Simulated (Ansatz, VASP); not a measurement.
# BN in two plane-wave programs, part 3 of 3

Wanted: the spread between two codes on one cell, functional and k mesh. The cell is taken from a series of runs on this material, whose earlier steps may have relaxed, scaled, displaced or heated it; both programs get it as it stands.

VASP 6.6.1 and Ansatz 0.2.0.

So far: The starting structure; Ansatz: zone-centre phonons, LDA, pair 1; VASP: zone-centre phonons, LDA, pair 1; Comparison.

## Step 5: Ansatz: zone-centre phonons, LDA, pair 2

Level of this step: Ansatz beside VASP: Kohn-Sham DFT, plane waves, LDA (Ansatz).

Second derivatives magnify differences that forces hide, and they need a tight electronic threshold. The cell compared in this pair holds 11.73 Å³, against 11.69 Å³ for the pair before.

The cell is taken from a series of runs on this material, whose earlier steps may have relaxed, scaled, displaced or heated it; both programs get it as it stands.

input.yaml

```yaml
crystal:
  lattice:
    - [0.0265886847, 1.8170343897, 1.7774512733]
    - [1.8170343897, 0.0265886847, 1.7774512733]
    - [1.8436230743, 1.8436230743, -1.0e-10]
  atoms:
    - { symbol: B, position: [0.0002810233, 0.0002810233, -0.0002810233] }
    - { symbol: "N", position: [0.2497189767, 0.2497189767, 0.2502810233] }
kpoints:
  mp_grid: { grid: [12, 12, 12] }
hamiltonian:
  xc: lda
  pseudopotentials: { kind: paw, azcp: { folder: soft_1 }, xc_functional: pbe }
scf:
  occupations: { method: fixed }
output:
  eigenvalues: true
phonons:
  method: dfpt
  dielectric: true
  rigid_motions: translations
```

Started as:

```sh
ansatz run input.yaml --threads 4 --pin off --max-ram 10240MiB --backend cpu --events-out ev --progress --plain --runs-dir out
```

Numbers of over 12 decimals in the logs are rounded to 6 here.

Log:

```text
[...]
Crystal: 2 atoms, lattice volume = 11.734 Å³
Basis set: ecut = 420 eV, 245 PW (Γ), exchange–correlation on 36×36×36 points (8 copies of the dense FFT grid, shifted against one another)
Bands: 8, of which v1, the nominal top of the filled ones, is band 4 counted from 1 (3 counted from 0)
Symmetry: 4 space group operations
k-points: 868 of 1728 (irreducible under 1 space group operation, time reversal used)
[...]
optical modes at Γ + LO–TO along q̂ = [1.0000, 0.0000, 0.0000]:
      ω (cm⁻¹)  modes    IR ((D/Å)²/amu)
[...]
optical modes at Γ + LO–TO along q̂ = [0.0000, 1.0000, 0.0000]:
      ω (cm⁻¹)  modes    IR ((D/Å)²/amu)
[...]
1272.12      1            13.7050
  optical modes at Γ + LO–TO along q̂ = [0.0000, 0.0000, 1.0000]:
      ω (cm⁻¹)  modes    IR ((D/Å)²/amu)
        987.86      1            14.2188
       1073.56      1            13.4188
       1270.21      1            12.9707
[key lines of the parts left out:]
SCF converged after 8 iterations
Free energy (F): -526.442897 eV
Fermi energy:    11.147871 eV
```

## Step 6: VASP: zone-centre phonons, LDA, pair 2

The same cell, functional (in two slightly different forms) and mesh now go to VASP, with its own data sets.

INCAR

```
SYSTEM = BN
PREC = Accurate
ENCUT = 600
EDIFF = 1E-08
NELM = 120
ISMEAR = 0
SIGMA = 0.01
LREAL = .FALSE.
ALGO = Normal
GGA = CA
NBANDS = 10
LORBIT = 11
LWAVE = .FALSE.
LCHARG = .FALSE.
ISIF = 2
IBRION = 8
LEPSILON = .TRUE.
LASPH = .TRUE.
GGA_COMPAT = .FALSE.
EFERMI = MIDGAP
KPAR = 2
```

POSCAR

```
BN
1.0
    0.0265886847      1.8170343897      1.7774512733
    1.8170343897      0.0265886847      1.7774512733
    1.8436230743      1.8436230743     -0.0000000001
B N
1 1
Direct
    0.0002810233      0.0002810233      0.9997189767
    0.2497189767      0.2497189767      0.2502810233
```

KPOINTS

```
Automatic mesh
0
Gamma
12 12 12
0 0 0
```

Potentials, in the order of the species: B and N (LDA family, release 64).

Started as:

```sh
mpirun -np 2 vasp_std
```

Log:

```text
[... set-up lines as in an earlier step ...]
 entering main loop
       N       E                     dE             d eps       ncg     rms          rms(c)
DAV:   1     0.113159883327E+02    0.11316E+02   -0.55287E+03  5704   0.888E+02
DAV:   2    -0.200078355341E+02   -0.31324E+02   -0.30153E+02  6728   0.168E+02
DAV:   3    -0.205348878234E+02   -0.52705E+00   -0.52598E+00  6574   0.192E+01
DAV:   4    -0.205356376629E+02   -0.74984E-03   -0.74983E-03  6092   0.832E-01
[...]
DAV:  11    -0.193901014836E+02   -0.44308E-06   -0.17371E-06  6226   0.986E-03    0.650E-03
DAV:  12    -0.193901014419E+02    0.41728E-07   -0.43136E-07  6198   0.418E-03    0.512E-04
DAV:  13    -0.193901014419E+02   -0.43201E-11   -0.96757E-09  3562   0.966E-04
   1 F= -.19390101E+02 E0= -.19390101E+02  d E =0.000000E+00
 Linear response reoptimize wavefunctions to high precision
DAV:   1    -0.193901014419E+02   -0.38540E-10   -0.40013E-10  3868   0.219E-04
 Linear response G [H, r] |phi>, progress :
  Direction:   1
       N       E                     dE             d eps       ncg     rms
[...]
RMM:  10    -0.226703697299E+00    0.34433E-09   -0.20028E-08 26932   0.215E-05    0.279E-07
 first order change of Fermi-energy   0.93447E-04
 force on displaced ion       2 direction 1 : -24.108   1.991   0.000
 Born effective charge ion    2 direction 1 :  -1.907  -0.028  -0.000
 Linear response progress:
  Degree of freedom:   4/  4
       N       E                     dE             d eps       ncg     rms          rms(c)
RMM:   1    -0.229405045600E+00   -0.22941E+00    0.10044E-01 11332   0.330E+00
RMM:   2    -0.223713793525E+00    0.56913E-02   -0.20487E-03  8632   0.444E-01    0.224E-01
RMM:   3    -0.224702146356E+00   -0.98835E-03   -0.37406E-04  8315   0.154E-01    0.121E-01
RMM:   4    -0.226684171100E+00   -0.19820E-02   -0.35332E-04  8058   0.150E-01    0.230E-02
[...]
RMM:   9    -0.226746729798E+00    0.53572E-07   -0.22621E-09  9691   0.293E-05    0.160E-06
RMM:  10    -0.226746715803E+00    0.13995E-07   -0.20651E-09  8041   0.155E-05    0.533E-07
RMM:  11    -0.226746716915E+00   -0.11117E-08   -0.18613E-09  6917   0.153E-05    0.296E-08
 first order change of Fermi-energy   0.45473E+00
 force on displaced ion       2 direction 3 :  -0.000  -0.000 -24.730
 Born effective charge ion    2 direction 3 :  -0.000  -0.000  -1.847
 Born effective charges drift removed
 Linear response finished
```

From OUTCAR (step 6):

```text
  Total       -0.8743031     -0.8743031      0.0624307     -0.9450685      0.0000000      0.0000000
  in kB     -119.3745162   -119.3745162      8.5240844   -129.0365928      0.0000000      0.0000000
  external PRESSURE =     -76.7416493 kB  Pullay stress =       0.0000000 kB

 POSITION                                       TOTAL-FORCE (eV/Angst)
 -----------------------------------------------------------------------------------
      1.84362      1.84362      0.00100         0.000000      0.000000      0.007899
      0.92181      0.92181      0.88773        -0.000000     -0.000000     -0.007899
 -----------------------------------------------------------------------------------
    total drift:                               -0.000001     -0.000001     -0.000002

 MACROSCOPIC STATIC DIELECTRIC TENSOR (including local field effects in DFT)
 ------------------------------------------------------
           4.626816     0.089892    -0.000000
           0.089892     4.626816    -0.000000
          -0.000000    -0.000000     4.525684
 ------------------------------------------------------

 MACROSCOPIC STATIC DIELECTRIC TENSOR IONIC CONTRIBUTION
 ------------------------------------------------------
           2.347338     0.261091    -0.000000
           0.261091     2.347338    -0.000000
          -0.000000    -0.000000     2.128197
 ------------------------------------------------------

[... 2 further parts left out ...]
```

## Step 7: Differences

The two programs side by side:

```csv
quantity,Ansatz,VASP,difference
ε∞ xx,4.63,4.63,+0.06 %
ε∞ yy,4.63,4.63,+0.06 %
ε∞ zz,4.53,4.53,+0.06 %
Born charge of B1 (mean of the diagonal) (e),1.89,1.89,0.00
Born charge of N2 (mean of the diagonal) (e),-1.89,-1.89,0.00
optical mode 1 (cm⁻¹),987.9,992.9,-0.50 %
optical mode 2 (cm⁻¹),1045.4,1049.9,-0.43 %
optical mode 3 (cm⁻¹),1073.6,1078.6,-0.47 %
```

Modes are paired by rising frequency, not by their patterns, so a pair may set unlike modes beside each other; they are those without the splitting of longitudinal modes.

## Step 8: Ansatz: zone-centre phonons, LDA, pair 3

Second derivatives magnify differences that forces hide, and they need a tight electronic threshold. The cell compared in this pair holds 11.77 Å³, against 11.73 Å³ for the pair before.

The cell is taken from a series of runs on this material, whose earlier steps may have relaxed, scaled, displaced or heated it; both programs get it as it stands.

input.yaml, the sections that differ from step 5:

```yaml
crystal:
  lattice:
    - [0.0, 1.7782641572, 1.8615223274]
    - [1.7782641572, 0.0, 1.8615223274]
    - [1.7782641572, 1.7782641572, 0.0]
  atoms:
    - { symbol: B, position: [0.0, 0.0, 0.0] }
    - { symbol: "N", position: [0.25, 0.25, 0.25] }
# kpoints, hamiltonian, scf, output, phonons: as in step 5
```

Started as:

```sh
ansatz run input.yaml --threads 4 --pin off --max-ram 10240MiB --backend cpu --events-out ev --progress --plain --runs-dir out
```

Log:

```text
[...]
Crystal: 2 atoms, lattice volume = 11.773 Å³
Basis set: ecut = 420 eV, 247 PW (Γ), exchange–correlation on 36×36×36 points (8 copies of the dense FFT grid, shifted against one another)
Bands: 8, of which v1, the nominal top of the filled ones, is band 4 counted from 1 (3 counted from 0)
Symmetry: 8 space group operations
k-points: 868 of 1728 (irreducible under 1 space group operation, time reversal used)
[...]
optical modes at Γ + LO–TO along q̂ = [1.0000, 0.0000, 0.0000]:
      ω (cm⁻¹)  modes    IR ((D/Å)²/amu)
[...]
optical modes at Γ + LO–TO along q̂ = [0.0000, 1.0000, 0.0000]:
      ω (cm⁻¹)  modes    IR ((D/Å)²/amu)
[...]
1038.42      1            12.9928
       1264.23      1            12.9928
  optical modes at Γ + LO–TO along q̂ = [0.0000, 0.0000, 1.0000]:
      ω (cm⁻¹)  modes    IR ((D/Å)²/amu)
       1038.42      2            25.9855
       1258.45      1            14.8453
[key lines of the parts left out:]
SCF converged after 8 iterations
Free energy (F): -526.428455 eV
Fermi energy:    11.131054 eV
```

## Step 9: VASP: zone-centre phonons, LDA, pair 3

The same cell, functional (in two slightly different forms) and mesh now go to VASP, with its own data sets.

INCAR is that of step 6.

POSCAR

```
BN
1.0
    0.0000000000      1.7782641572      1.8615223274
    1.7782641572      0.0000000000      1.8615223274
    1.7782641572      1.7782641572      0.0000000000
B N
1 1
Direct
    0.0000000000      0.0000000000      0.0000000000
    0.2500000000      0.2500000000      0.2500000000
```

KPOINTS is that of step 6.

Started as:

```sh
mpirun -np 2 vasp_std
```

Log:

```text
[... set-up lines as in an earlier step ...]
 entering main loop
       N       E                     dE             d eps       ncg     rms          rms(c)
DAV:   1     0.103179207617E+02    0.10318E+02   -0.54573E+03  3316   0.884E+02
DAV:   2    -0.199799638257E+02   -0.30298E+02   -0.29253E+02  3852   0.165E+02
DAV:   3    -0.205106878877E+02   -0.53072E+00   -0.52959E+00  3768   0.194E+01
DAV:   4    -0.205113901418E+02   -0.70225E-03   -0.70224E-03  3550   0.847E-01
[...]
DAV:  11    -0.193760872293E+02   -0.49276E-06   -0.19079E-06  3660   0.994E-03    0.630E-03
DAV:  12    -0.193760871524E+02    0.76946E-07   -0.54076E-07  3552   0.458E-03    0.214E-04
DAV:  13    -0.193760871524E+02   -0.37403E-10   -0.83278E-09  2024   0.937E-04
   1 F= -.19376087E+02 E0= -.19376087E+02  d E =0.000000E+00
 Linear response reoptimize wavefunctions to high precision
DAV:   1    -0.193760871521E+02    0.27569E-09   -0.21112E-10  2260   0.180E-04
DAV:   2    -0.193760871521E+02   -0.11369E-11   -0.56597E-12  1750   0.298E-05
 Linear response G [H, r] |phi>, progress :
  Direction:   1
[...]
RMM:  10    -0.226626283765E+00   -0.11105E-09   -0.39608E-09 11981   0.192E-05    0.353E-07
 first order change of Fermi-energy   0.69655E-04
 force on displaced ion       2 direction 1 : -24.408  -0.000   0.000
 Born effective charge ion    2 direction 1 :  -1.849   0.000   0.000
 Linear response progress:
  Degree of freedom:   4/  4
       N       E                     dE             d eps       ncg     rms          rms(c)
RMM:   1    -0.229024670944E+00   -0.22902E+00    0.11745E-01 11268   0.334E+00
RMM:   2    -0.223695218898E+00    0.53295E-02   -0.20886E-03  8595   0.444E-01    0.231E-01
RMM:   3    -0.224643198423E+00   -0.94798E-03   -0.41075E-04  8338   0.161E-01    0.125E-01
RMM:   4    -0.226649904238E+00   -0.20067E-02   -0.38931E-04  8065   0.157E-01    0.228E-02
[...]
RMM:   8    -0.226699137150E+00    0.21037E-06   -0.12754E-08  9417   0.571E-05    0.204E-05
RMM:   9    -0.226699062362E+00    0.74788E-07   -0.13157E-08  9715   0.537E-05    0.101E-06
RMM:  10    -0.226699062775E+00   -0.41331E-09   -0.14030E-08  6890   0.395E-05    0.521E-07
 first order change of Fermi-energy  -0.44163E+01
 force on displaced ion       2 direction 3 :   0.000   0.000 -23.095
 Born effective charge ion    2 direction 3 :   0.000   0.000  -1.976
 Born effective charges drift removed
 Linear response finished
```

Parts of OUTCAR (step 9):

```text
  Total        0.0614060      0.0614060     -2.1477438      0.0000000      0.0000000      0.0000000
  in kB        8.3566251      8.3566251   -292.2821320      0.0000000      0.0000000      0.0000000
  external PRESSURE =     -91.8562940 kB  Pullay stress =       0.0000000 kB

 POSITION                                       TOTAL-FORCE (eV/Angst)
 -----------------------------------------------------------------------------------
      0.00000      0.00000      0.00000         0.000000      0.000000      0.000000
      0.88913      0.88913      0.93076        -0.000000     -0.000000     -0.000000
 -----------------------------------------------------------------------------------
    total drift:                                0.000001      0.000001     -0.000004

 MACROSCOPIC STATIC DIELECTRIC TENSOR (including local field effects in DFT)
 ------------------------------------------------------
           4.523980     0.000000     0.000000
          -0.000000     4.523980     0.000000
           0.000000    -0.000000     4.749824
 ------------------------------------------------------

 MACROSCOPIC STATIC DIELECTRIC TENSOR IONIC CONTRIBUTION
 ------------------------------------------------------
           2.153139    -0.000000    -0.000000
          -0.000000     2.153139     0.000000
          -0.000000     0.000000     2.599303
 ------------------------------------------------------

[... 1 part as in an earlier step ...]

[... 1 further part left out ...]
```

## Step 10: Comparison

The two programs side by side:

```csv
quantity,Ansatz,VASP,difference
ε∞ xx,4.53,4.52,+0.07 %
ε∞ yy,4.53,4.52,+0.07 %
ε∞ zz,4.75,4.75,+0.06 %
Born charge of B1 (mean of the diagonal) (e),1.90,1.89,0.00
Born charge of N2 (mean of the diagonal) (e),-1.90,-1.89,0.00
optical mode 1 (cm⁻¹),1008.9,1014.6,-0.56 %
optical mode 2 to 3 (cm⁻¹),1038.4,1043.0,-0.44 %
```

Modes are paired by rising frequency, not by their patterns, so a pair may set unlike modes beside each other; they are those without the splitting of longitudinal modes.

## Step 11: Summary of results

| Quantity | Value |
| --- | --- |
| r.m.s. difference of the optical zone-centre modes, each program's sorted by frequency (zone-centre phonons, LDA, pair 1) | 4.9 cm⁻¹ |
| difference in optical mode 1 (zone-centre phonons, LDA, pair 1) | -0.5 % |
| r.m.s. difference of the optical zone-centre modes, each program's sorted by frequency (zone-centre phonons, LDA, pair 2) | 4.9 cm⁻¹ |
| difference in optical mode 1 (zone-centre phonons, LDA, pair 2) | -0.5 % |
| r.m.s. difference of the optical zone-centre modes, each program's sorted by frequency (zone-centre phonons, LDA, pair 3) | 5.0 cm⁻¹ |
| difference in optical mode 1 (zone-centre phonons, LDA, pair 3) | -0.6 % |

**Reading.** The r.m.s. difference of the optical zone-centre modes, each program's sorted by frequency is 4.9 cm⁻¹ (zone-centre phonons, LDA, pair 1). Among the rows given in per cent, the largest difference of the zone-centre phonons, LDA, pair 1 pair is in optical mode 1, -0.5 %. Among the rows given in per cent, the largest difference of the zone-centre phonons, LDA, pair 2 pair is in optical mode 1, -0.5 %. Among the rows given in per cent, the largest difference of the zone-centre phonons, LDA, pair 3 pair is in optical mode 1, -0.6 %. How closely two codes agree says nothing of how well the functional describes the real material.

[Lines on the potential files, build, host, timing and source positions are cut from VASP's logs without a mark.]

[Logs are printed without paths, hosts, clocks, repeated set-up lines and the standing remarks that a program may print on its own settings, such as how far it seeks lower states.]

[Hosts, paths, dates, database ids (printed as entryN), source tags and the programs' standing remarks are cut or masked in the printed files.]
